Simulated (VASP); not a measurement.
Data:

```
CELL_PARAMETERS angstrom
      0.00000     3.25665     3.25665
      3.25665     0.00000     3.25665
      3.25665     3.25665     0.00000
ATOMIC_POSITIONS crystal
  Na 0.00000 0.00000 0.00000
  I  0.50000 0.50000 0.50000
```

Level of theory: PBE GGA, VASP's PBE PAW potentials (set 64) (plane waves; VASP). Numerical set-up: 400 eV cut-off, 9×9×9 Γ-centred mesh, Gaussian smearing of 0.010 eV, potentials Na_pv I.

Unless said otherwise, spin-orbit coupling is left out, though it shifts the bands of the heavy elements here.

### Question
What does the run give for the energy per atom (σ→0), band gap (on the k-mesh) with the smallest direct gap where there is one?

### Answer

The band gap (on the k-mesh) is 3.59 eV, the smallest direct gap (on the k-mesh) is 3.59 eV and the energy per atom (σ→0) is -2.694 eV/atom.

The compound is NaI in the rock salt structure. It was relaxed first.
